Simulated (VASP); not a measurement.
Input:

```yaml
crystal:
  lattice:
    - [4.39123, 0.00000, 0.00000]
    - [-2.19562, 3.80292, 0.00000]
    - [0.00000, 0.00000, 7.18014]
  atoms:
    - { symbol: Cd, position: [0.66667, 0.33333, 0.48375] }
    - { symbol: Cd, position: [0.00000, 0.00000, 0.01496] }
    - { symbol: Te, position: [0.00000, 0.00000, 0.62804] }
    - { symbol: Se, position: [0.66667, 0.33333, 0.12126] }
```

Computed with LDA (Ceperley-Alder, Perdew-Zunger), VASP's LDA PAW potentials (set 64) (plane waves; VASP). Numerical set-up: 400 eV cut-off, 7×7×4 Γ-centred mesh, tetrahedra with Blöchl corrections, potentials Cd Te Se.

The cores are frozen, which limits the accuracy of field gradients.

Q: Give the principal components of the electric field gradient (V/Å²) and the asymmetry η at each nucleus.

A: 
| atom | Vxx | Vyy | Vzz | η |
|---|---|---|---|---|
| Cd1 | 2.4 | 2.4 | -4.8 | 0.00 |
| Cd2 | -1.7 | -1.7 | 3.4 | 0.00 |
| Te3 | -35.7 | -35.7 | 71.4 | 0.00 |
| Se4 | 16.0 | 16.0 | -31.9 | 0.00 |

The structure comes from a computed database's Cd2TeSe entry (P3m1); how it stands against other phases isn't given here. It was relaxed first, which changed the volume by -7 %.
